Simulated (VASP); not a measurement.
Here is a VASP 6.6.1 calculation.

INCAR

```
  ALGO = Normal
  EDIFF = 1E-6
  ENCUT = 520
  GGA = PE
  ISIF = 2
  ISMEAR = 0
  ISPIN = 2
  LASPH = True
  LCHARG = False
  LDAU = True
  LDAUJ = 0 0
  LDAUL = 2 -1
  LDAUPRINT = 1
  LDAUTYPE = 2
  LDAUU = 7 0
  LMAXMIX = 4
  LORBIT = 11
  LREAL = False
  LWAVE = False
  MAGMOM = 0.39 0
  NBANDS = 21
  NELM = 60
  PREC = Accurate
  SIGMA = 0.05
```

The input KPOINTS:

```
k-points
0
Gamma
  7 7 7
```

Contents of POSCAR:

```
RhN
1.0
    2.9628278700      0.0000000000      0.0000000000
   -1.4814139400      2.5658842000      0.0000000000
    0.0000000000      0.0000000000      2.8915732100
Rh N
1 1
Direct
    0.0000000000      0.0000000000      0.0000000000
    0.6666666667      0.3333333333      0.5000000000
```

Potentials or basis: VASP PAW PBE potentials, release 64 (Rh_pv, N).

Command:

```bash
$ cat potpaw_PBE.64/Rh_pv/POTCAR potpaw_PBE.64/N/POTCAR > POTCAR
$ mpirun -np 1 vasp_std > vasp.out
```

Q: What does it give for the pressure?

A: -0.3 GPa.

Q: What does it give for the net moment?

A: 0.42 μB per cell.

Q: What does it give for the site moments?

A: Rh +1.06; N -0.48 μB.

Q: Estimate the band gap on the k mesh.

A: None (metal or under the smearing width).

Eigenvalues of the final occupation matrices:
```csv
site,spin,trace,eigenvalues
site 1 d,1,4.17,0.77 0.77 0.85 0.85 0.93
site 1 d,2,3.12,0.20 0.20 0.88 0.88 0.95
```

The state reached can hang on the start; a lower one may exist.
